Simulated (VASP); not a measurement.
**HfB2: formation energy of interstitial N**

Wanted: what interstitial N costs in HfB2 and how the lattice relaxes round it. The start is a cell from a database of measured crystal structures.

Main program and level: VASP 6.6.1; SCAN; plane waves and PAW (Hf, B), in the first sound run; inputs show where later runs differ.

Most raw output is cut from this account.

**1. The host crystal**

Symmetry: P6/mmm, No. 191, hexagonal system. Conventional cell: a = 3.140 Å, b = 3.140 Å, c = 3.480 Å, α = 90.00°, β = 90.00°, γ = 120.00°. Nearest to Hf lie 12 B at 2.51 Å. Nearest to B lie 3 B at 1.81 Å and 6 Hf at 2.51 Å. Farther neighbours are not listed.

Coordinates:

```
Hf B
1.0
     3.14000    0.00000    0.00000
    -1.57000    2.71932    0.00000
     0.00000    0.00000    3.48000
Hf B
1 2
Direct
  0.00000 0.00000 0.00000
  0.66667 0.33333 0.50000
  0.33333 0.66667 0.50000
```

**2. Relaxing the host crystal**

First cell and atoms are relaxed at a raised cutoff, so that later runs start from this functional's own cell.

Input file INCAR:

```
SYSTEM = HfB2
PREC = Accurate
ENCUT = 420
EDIFF = 1E-06
NELM = 120
ISMEAR = 0
SIGMA = 0.05
LREAL = .FALSE.
ALGO = Normal
METAGGA = SCAN
LASPH = .TRUE.
NBANDS = 11
LORBIT = 11
LWAVE = .FALSE.
LCHARG = .FALSE.
KPAR = 4
IBRION = 2
NSW = 40
ISIF = 3
EDIFFG = -0.02
POTIM = 0.4
```

Input file POSCAR:

```
HfB2
1.0
    3.1400000000      0.0000000000      0.0000000000
   -1.5700000000      2.7193197679      0.0000000000
    0.0000000000      0.0000000000      3.4800000000
Hf B
1 2
Direct
    0.0000000000      0.0000000000      0.0000000000
    0.6666666667      0.3333333333      0.5000000000
    0.3333333333      0.6666666667      0.5000000000
```

Input file KPOINTS:

```
Automatic mesh
0
Gamma
7 7 6
0 0 0
```

The projector-augmented-wave data sets are Hf and B (PBE family, release 64).

Started as:

```bash
> mpirun -np 4 vasp_std
```

It took 16 s on 4 MPI ranks of Intel Xeon 6975P-C (Granite Rapids), shared host; peak memory 0.56 GiB.

The k-mesh is coarse for a metal. The PAW data sets were made with PBE, which is usual practice but a small mismatch for other functionals. The data set Hf keeps the semicore shell frozen, which is cheaper and a little less accurate. The run keeps the 24 symmetry operations of its start, so it cannot find a distortion of lower symmetry.

The steps of the relaxation:

```csv
step,energy less that of the first step (eV),largest force (eV/Å),pressure (GPa),volume (Å³)
1,0.0000,0.0000,-4.17,29.71
2,-0.0008,0.0000,4.22,28.84
3,-0.0063,0.0000,0.07,29.26
4,-0.0063,0.0000,-0.02,29.26
5,-0.0064,0.0000,-0.06,29.27
```

```csv
"conventional cell, symmetrised",before,after,change
a (Å),3.140,3.121,-0.6 %
b (Å),3.140,3.121,-0.6 %
c (Å),3.480,3.471,-0.3 %
volume (Å³/atom),9.90,9.76,-1.5 %
```

Final coordinates:

```xyz
3
Lattice="3.1207 0.0000 0.0000 -1.5604 2.7026 0.0000 0.0000 0.0000 3.4706" Properties=species:S:1:pos:R:3 pbc="T T T"
Hf    0.0000    0.0000    0.0000
B     1.5604    0.9009    1.7353
B     0.0000    1.8017    1.7353
```

This step gave:

```
electronic cycles                               : 30
electrons                                       : 10
free energy (TOTEN)                             : -80.8875 eV
energy at zero smearing                         : -80.8872 eV
Fermi energy                                    : 7.802 eV
labelled metallic, from the levels on this mesh : yes
```

The run ended after 5 ionic steps, 0.006 eV below its first step, once forces and stress met EDIFFG = -0.02.

**3. The supercell without the defect**

System of this step: HfB2. The structure is hexagonal, space group P6/mmm (No. 191). The conventional cell has a = 3.121 Å, b = 3.121 Å, c = 3.471 Å, α = 90.00°, β = 90.00°, γ = 120.00°. Nearest to Hf lie 12 B at 2.50 Å. Nearest to B lie 3 B at 1.80 Å and 6 Hf at 2.50 Å. Farther neighbours are not listed.

The same cell, mesh and cutoff without the defect give the energy to subtract and, in a gapped host, the band edges to count from, so that most errors cancel.

Input file INCAR:

```
SYSTEM = HfB2
PREC = Normal
ENCUT = 400
EDIFF = 1E-05
NELM = 120
ISMEAR = 1
SIGMA = 0.2
LREAL = Auto
ALGO = Normal
METAGGA = SCAN
LASPH = .TRUE.
NBANDS = 88
LORBIT = 11
LWAVE = .FALSE.
LCHARG = .FALSE.
KPAR = 4
```

Input file POSCAR:

```
HfB2
1.0
   -4.6810809556      2.7026233499      3.4706352879
    4.6810809556     -2.7026233499      3.4706352879
    4.6810809558      8.1078700497    -10.4119058637
Hf B
12 24
Direct
    0.0000000000      0.0000000000      0.0000000000
    0.5000000000      0.5000000000      0.0000000000
    0.5000000000      0.0000000000      0.1666666667
    0.0000000000      0.5000000000      0.1666666667
    0.0000000000      0.0000000000      0.3333333333
    0.5000000000      0.5000000000      0.3333333333
    0.5000000000      0.0000000000      0.5000000000
    0.0000000000      0.5000000000      0.5000000000
    0.0000000000      0.0000000000      0.6666666667
    0.5000000000      0.5000000000      0.6666666667
    0.5000000000      0.0000000000      0.8333333333
    0.0000000000      0.5000000000      0.8333333333
    0.4166666666      0.5833333333      0.1666666667
    0.9166666666      0.0833333333      0.1666666667
    0.9166666666      0.5833333333      0.3333333333
    0.4166666666      0.0833333334      0.3333333333
    0.4166666666      0.5833333333      0.5000000000
    0.9166666666      0.0833333333      0.5000000000
    0.9166666666      0.5833333333      0.6666666667
    0.4166666666      0.0833333333      0.6666666667
    0.4166666666      0.5833333333      0.8333333333
    0.9166666666      0.0833333333      0.8333333333
    0.9166666666      0.5833333333      0.0000000000
    0.4166666666      0.0833333334      0.0000000000
    0.5833333333      0.4166666666      0.1666666667
    0.0833333333      0.9166666666      0.1666666667
    0.0833333333      0.4166666666      0.3333333333
    0.5833333333      0.9166666666      0.3333333333
    0.5833333333      0.4166666666      0.5000000000
    0.0833333333      0.9166666666      0.5000000000
    0.0833333333      0.4166666666      0.6666666667
    0.5833333333      0.9166666666      0.6666666667
    0.5833333333      0.4166666666      0.8333333333
    0.0833333333      0.9166666666      0.8333333333
    0.0833333333      0.4166666666      0.0000000000
    0.5833333333      0.9166666666      0.0000000000
```

Input file KPOINTS:

```
Automatic mesh
0
Gamma
5 5 5
0 0 0
```

Started as:

```bash
> mpirun -np 4 vasp_std
```

Elapsed: 2.8 min, on 4 MPI ranks; peak memory 2 GiB; 11 min of CPU time.

Numbers from this step:

```
electronic cycles       : 13
electrons               : 120
free energy (TOTEN)     : -970.7789 eV
energy at zero smearing : -970.7822 eV
Fermi energy            : 8.131 eV
```

The host is treated as a metal, as its relaxation found a gap under 0.3 eV or none, and only the neutral defect is run.

**4. Relaxing the atoms**

This step: SCAN; plane waves and PAW (N) (VASP 6.6.1).

System of this step: N2. The cell holds 2 atoms: 2 N. Its edges and angles: a = 11.000 Å, b = 11.500 Å, c = 14.000 Å, α = 90.0°, β = 90.0°, γ = 90.0°. Vacuum lies along a, b and c.

The reference for N is the N2 molecule, relaxed in a box at the cutoff of the large cell.

Input file INCAR:

```
SYSTEM = N
PREC = Normal
ENCUT = 400
EDIFF = 1E-05
NELM = 120
ISMEAR = 0
SIGMA = 0.01
LREAL = Auto
ALGO = Normal
METAGGA = SCAN
LASPH = .TRUE.
NBANDS = 11
LORBIT = 11
LWAVE = .FALSE.
LCHARG = .FALSE.
NCORE = 4
IBRION = 2
NSW = 20
ISIF = 2
EDIFFG = -0.03
POTIM = 0.4
MAXMIX = 40
ISYM = 0
```

Input file POSCAR:

```
N
1.0
   11.0000000000      0.0000000000      0.0000000000
    0.0000000000     11.5000000000      0.0000000000
    0.0000000000      0.0000000000     14.0000000000
N
2
Direct
    0.5000000000      0.5000000000      0.4607142900
    0.5000000000      0.5000000000      0.5392857100
```

Input file KPOINTS:

```
Automatic mesh
0
Gamma
1 1 1
0 0 0
```

PAW data sets: N (PBE family, release 64).

Started as:

```bash
> mpirun -np 4 vasp_gam
```

Wall time 42 s (4 MPI ranks); peak memory 0.87 GiB.

Relaxation path:

```csv
step,energy less that of the first step (eV),largest force (eV/Å)
1,0.0000,1.5325
2,0.7323,11.5720
3,-0.0062,0.0487
4,-0.0062,0.0054
```

This step gave:

```yaml
electronic_cycles: 69
electrons: 10
free_energy_toten: -18.49 eV
gap_between_the_highest_filled_and_lowest_empty_level: 8.862 eV
```

The run ended after 4 ionic steps, 0.006 eV below its first step, once the forces on the free atoms met EDIFFG = -0.03.

Energy at zero smearing: -18.48787 eV.

**5. Reference B**

This step: SCAN; plane waves and PAW (B) (VASP 6.6.1).

System of this step: B. The structure is trigonal, space group R-3m (No. 166). Conventional cell: a = 4.898 Å, b = 4.898 Å, c = 12.524 Å, α = 90.00°, β = 90.00°, γ = 120.00°. B has 6 B at 1.67 to 1.80 Å nearest. Nearest to B lie 5 B at 1.77 to 1.80 Å.

B is not exchanged here; its energy serves the host's formation enthalpy.

Input file INCAR:

```
SYSTEM = B
PREC = Normal
ENCUT = 400
EDIFF = 1E-05
NELM = 120
ISMEAR = 0
SIGMA = 0.1
LREAL = Auto
ALGO = Normal
METAGGA = SCAN
LASPH = .TRUE.
NBANDS = 30
LORBIT = 11
LWAVE = .FALSE.
LCHARG = .FALSE.
KPAR = 4
IBRION = 2
NSW = 25
ISIF = 3
EDIFFG = -0.02
POTIM = 0.4
```

Input file POSCAR:

```
B
1.0
    2.4491963929      1.4140441968      4.1747204365
   -2.4491963929      1.4140441968      4.1747204365
    0.0000000000     -2.8280883935      4.1747204365
B
12
Direct
    0.0099700400      0.6542851200      0.0099700400
    0.0099700400      0.0099700400      0.6542851200
    0.6542851200      0.0099700400      0.0099700400
    0.3457148800      0.9900299600      0.9900299600
    0.9900299600      0.3457148800      0.9900299600
    0.9900299600      0.9900299600      0.3457148800
    0.2205655700      0.6316348300      0.2205655700
    0.2205655700      0.2205655700      0.6316348300
    0.6316348300      0.2205655700      0.2205655700
    0.3683651700      0.7794344300      0.7794344300
    0.7794344300      0.3683651700      0.7794344300
    0.7794344300      0.7794344300      0.3683651700
```

Input file KPOINTS:

```
Automatic mesh
0
Gamma
7 7 7
0 0 0
```

The projector-augmented-wave data sets are B (PBE family, release 64).

Started as:

```bash
> mpirun -np 4 vasp_std
```

It took 54 s on 4 MPI ranks; peak memory 0.73 GiB; 3.6 min of CPU time.

The gap is read on the k-mesh alone, so it is an upper bound where the band edges lie off the mesh. The run keeps the 12 symmetry operations of its start, so it cannot find a distortion of lower symmetry.

Step by step:

```csv
step,energy less that of the first step (eV),largest force (eV/Å),pressure (GPa),volume (Å³)
1,0.0000,0.0333,-1.83,86.75
2,-0.0037,0.0720,0.48,85.92
3,-0.0039,0.0575,0.01,86.09
4,-0.0043,0.0136,-0.01,86.03
```

```csv
"conventional cell, symmetrised",before,after,change
a (Å),4.898,4.884,-0.3 %
b (Å),4.898,4.884,-0.3 %
c (Å),12.524,12.492,-0.3 %
volume (Å³/atom),7.23,7.17,-0.8 %
```

Final coordinates:

```cif
data_structure
_symmetry_space_group_name_H-M 'P 1'
_symmetry_Int_Tables_number 1
_cell_length_a 5.0290
_cell_length_b 5.0290
_cell_length_c 5.0290
_cell_angle_alpha 58.106
_cell_angle_beta 58.106
_cell_angle_gamma 58.106
_cell_volume 86.03
loop_
_atom_site_label
_atom_site_type_symbol
_atom_site_fract_x
_atom_site_fract_y
_atom_site_fract_z
_atom_site_occupancy
B1 B 0.00995 0.65416 0.00995 1
B2 B 0.00995 0.00995 0.65416 1
B3 B 0.65416 0.00995 0.00995 1
B4 B 0.34584 0.99005 0.99005 1
B5 B 0.99005 0.34584 0.99005 1
B6 B 0.99005 0.99005 0.34584 1
B7 B 0.22080 0.63102 0.22080 1
B8 B 0.22080 0.22080 0.63102 1
B9 B 0.63102 0.22080 0.22080 1
B10 B 0.36898 0.77920 0.77920 1
B11 B 0.77920 0.36898 0.77920 1
B12 B 0.77920 0.77920 0.36898 1
```

Numbers from this step:

```yaml
electronic_cycles: 23
electrons: 36
free_energy_toten: -89.5220 eV
fermi_energy: 6.369 eV
labelled_metallic_from_the_levels_on_this_mesh: no
gap_on_the_k_mesh: 1.637 eV
least_direct_gap_on_the_k_mesh: 1.990 eV
```

The run ended after 4 ionic steps, 0.004 eV below its first step, once forces and stress met EDIFFG = -0.02.

Energy at zero smearing: -89.52203 eV.

**6. Reference Hf**

This step: SCAN; plane waves and PAW (Hf) (VASP 6.6.1).

System of this step: Hf. Symmetry: P6_3/mmc, No. 194, hexagonal system. Conventional cell: a = 3.200 Å, b = 3.200 Å, c = 5.062 Å, α = 90.00°, β = 90.00°, γ = 120.00°. Nearest to Hf lie 12 Hf at 3.13 to 3.20 Å.

Hf is not exchanged here; its energy serves the host's formation enthalpy.

Edit INCAR of step 5 so:

```diff
@@ -1,2 +1,2 @@
-SYSTEM = B
+SYSTEM = Hf
 PREC = Normal
@@ -5,3 +5,3 @@
 NELM = 120
-ISMEAR = 0
+ISMEAR = 1
 SIGMA = 0.1
@@ -11,3 +11,3 @@
 LASPH = .TRUE.
-NBANDS = 30
+NBANDS = 10
 LORBIT = 11
```

Input file POSCAR:

```
Hf
1.0
    3.2000000000      0.0000000000      0.0000000000
   -1.6000000000      2.7712812921      0.0000000000
    0.0000000000      0.0000000000      5.0624000000
Hf
2
Direct
    0.0000000000      0.0000000000      0.0000000000
    0.3333333333      0.6666666667      0.5000000000
```

Input file KPOINTS:

```
Automatic mesh
0
Gamma
10 10 5
0 0 0
```

Potentials, in the order of the species: Hf (PBE family, release 64).

Started as:

```bash
> mpirun -np 4 vasp_std
```

Run time: 15 s. Hardware: 4 MPI ranks; peak memory 0.51 GiB; 56 s of CPU time.

The steps of the relaxation:

```csv
step,energy less that of the first step (eV),largest force (eV/Å),pressure (GPa),volume (Å³)
1,0.0000,0.0000,-5.48,44.89
2,-0.0139,0.0000,5.23,41.02
3,-0.0393,0.0000,0.18,42.69
4,-0.0393,0.0000,0.03,42.75
5,-0.0394,0.0000,-0.05,42.76
```

```csv
"conventional cell, symmetrised",before,after,change
a (Å),3.200,3.156,-1.4 %
b (Å),3.200,3.156,-1.4 %
c (Å),5.062,4.957,-2.1 %
volume (Å³/atom),22.45,21.38,-4.7 %
```

The relaxed structure:

```
Hf
1.0
     3.15606    0.00000    0.00000
    -1.57803    2.73323    0.00000
     0.00000    0.00000    4.95716
Hf
2
Direct
  0.00000 0.00000 0.00000
  0.33333 0.66667 0.50000
```

This step gave:

```yaml
electronic_cycles: 27
electrons: 8
free_energy_toten: -125.5788 eV
energy_at_zero_smearing: -125.5787 eV
fermi_energy: 5.364 eV
labelled_metallic_from_the_levels_on_this_mesh: yes
```

The run ended after 5 ionic steps, 0.039 eV below its first step, once forces and stress met EDIFFG = -0.02.

Energy at zero smearing: -125.57869 eV.

**7. Relaxing the defect**

This step: SCAN; plane waves and PAW (Hf, B, N) (VASP 6.6.1).

System of this step: Hf12B24N. The cell holds 37 atoms: 12 Hf, 24 B and 1 N. Its edges and angles: a = 6.424 Å, b = 6.424 Å, c = 14.002 Å, α = 113.7°, β = 113.7°, γ = 114.6°. It derives from HfB2. Nearest the centre at fractional (0.250, 0.250, 0.000): N37 at 0.00 Å, Hf1 at 1.74 Å, Hf2 at 1.74 Å, B34 at 1.80 Å, B13 at 1.80 Å, B22 at 1.80 Å, B25 at 1.80 Å, B35 at 1.80 Å.

The host is treated as a metal, since its gap is under 0.3 eV or closed. The run keeps 8 symmetry operations, which cuts the number of k-points but bars distortions that break them. The atoms relax at the host's fixed cell.

Input file INCAR:

```
SYSTEM = Hf12B24N
PREC = Normal
ENCUT = 400
EDIFF = 1E-05
NELM = 120
ISMEAR = 1
SIGMA = 0.2
LREAL = Auto
ALGO = Normal
METAGGA = SCAN
LASPH = .TRUE.
NBANDS = 88
LORBIT = 11
LWAVE = .FALSE.
LCHARG = .TRUE.
KPAR = 4
IBRION = 2
NSW = 50
ISIF = 2
EDIFFG = -0.03
POTIM = 0.4
MAXMIX = 40
ISYM = 2
```

Input file POSCAR:

```
Hf12B24N
1.0
   -4.6810809556      2.7026233499      3.4706352879
    4.6810809556     -2.7026233499      3.4706352879
    4.6810809558      8.1078700497    -10.4119058637
Hf B N
12 24 1
Direct
    0.0000000000      0.0000000000      0.0000000000
    0.5000000000      0.5000000000      0.0000000000
    0.5000000000      0.0000000000      0.1666666700
    0.0000000000      0.5000000000      0.1666666700
    0.0000000000      0.0000000000      0.3333333300
    0.5000000000      0.5000000000      0.3333333300
    0.5000000000      0.0000000000      0.5000000000
    0.0000000000      0.5000000000      0.5000000000
    0.0000000000      0.0000000000      0.6666666700
    0.5000000000      0.5000000000      0.6666666700
    0.5000000000      0.0000000000      0.8333333300
    0.0000000000      0.5000000000      0.8333333300
    0.4166666700      0.5833333300      0.1666666700
    0.9166666700      0.0833333300      0.1666666700
    0.9166666700      0.5833333300      0.3333333300
    0.4166666700      0.0833333300      0.3333333300
    0.4166666700      0.5833333300      0.5000000000
    0.9166666700      0.0833333300      0.5000000000
    0.9166666700      0.5833333300      0.6666666700
    0.4166666700      0.0833333300      0.6666666700
    0.4166666700      0.5833333300      0.8333333300
    0.9166666700      0.0833333300      0.8333333300
    0.9166666700      0.5833333300      0.0000000000
    0.4166666700      0.0833333300      0.0000000000
    0.5833333300      0.4166666700      0.1666666700
    0.0833333300      0.9166666700      0.1666666700
    0.0833333300      0.4166666700      0.3333333300
    0.5833333300      0.9166666700      0.3333333300
    0.5833333300      0.4166666700      0.5000000000
    0.0833333300      0.9166666700      0.5000000000
    0.0833333300      0.4166666700      0.6666666700
    0.5833333300      0.9166666700      0.6666666700
    0.5833333300      0.4166666700      0.8333333300
    0.0833333300      0.9166666700      0.8333333300
    0.0833333300      0.4166666700      0.0000000000
    0.5833333300      0.9166666700      0.0000000000
    0.2500000000      0.2500000000      0.0000000000
```

Input file KPOINTS:

```
Automatic mesh
0
Gamma
5 5 5
0 0 0
```

PAW data sets: Hf, B and N (PBE family, release 64).

Started as:

```bash
> mpirun -np 4 vasp_std
```

It took 21 min on 4 MPI ranks; peak memory 2.2 GiB.

This run has no spin polarisation. Its electron count is odd, so without a moment it is a metal by construction. The run keeps the 8 symmetry operations of its start, so it cannot find a distortion of lower symmetry.

(Continued in part 2 of 2.)

[Lines on the potential files, build, host, timing and source positions are cut from VASP's logs without a mark.]

[Logs are printed without paths, hosts, clocks, repeated set-up lines and the standing remarks that a program may print on its own settings, such as how far it seeks lower states.]

[Hosts, paths, dates, database ids (printed as entryN), source tags and the programs' standing remarks are cut or masked in the printed files.]

[In band tables of VASP the shares of atoms and orbitals are scaled to a sum of 1 inside the atoms' spheres.]

[Runs that stopped without an error message from VASP are left out.]
